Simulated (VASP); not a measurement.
Consider the following.

```yaml
crystal:
  lattice:
    - [2.09772, -5.18704, 0.00000]
    - [2.09772, 5.18704, 0.00000]
    - [0.00000, 0.00000, 3.78702]
  atoms:
    - { symbol: Y, position: [0.14022, 0.85978, 0.25000] }
    - { symbol: Y, position: [0.85978, 0.14022, 0.75000] }
    - { symbol: Si, position: [0.42391, 0.57609, 0.25000] }
    - { symbol: Si, position: [0.57609, 0.42391, 0.75000] }
```

The numbers are results of LDA (Ceperley-Alder, Perdew-Zunger), VASP's LDA PAW potentials (set 64) (plane waves; VASP), not measurements. Settings: 400 eV cut-off, 9×9×9 Γ-centred mesh, tetrahedra with Blöchl corrections, potentials Y_sv Si.

The cores are frozen, which limits the accuracy of field gradients.

**Question.** Give the principal components of the electric field gradient (V/Å²) and the asymmetry η at each nucleus.

**Answer.** 
```tsv
atom	Vxx	Vyy	Vzz	η
Y1	14.1	6.5	-20.6	0.36
Y2	14.1	6.5	-20.6	0.36
Si3	21.7	4.7	-26.4	0.65
Si4	21.7	4.7	-26.4	0.65
```

The structure comes from a computed database's YSi entry (Cmcm); how it stands against other phases isn't given here. It was relaxed first, which changed the volume by -5 %.
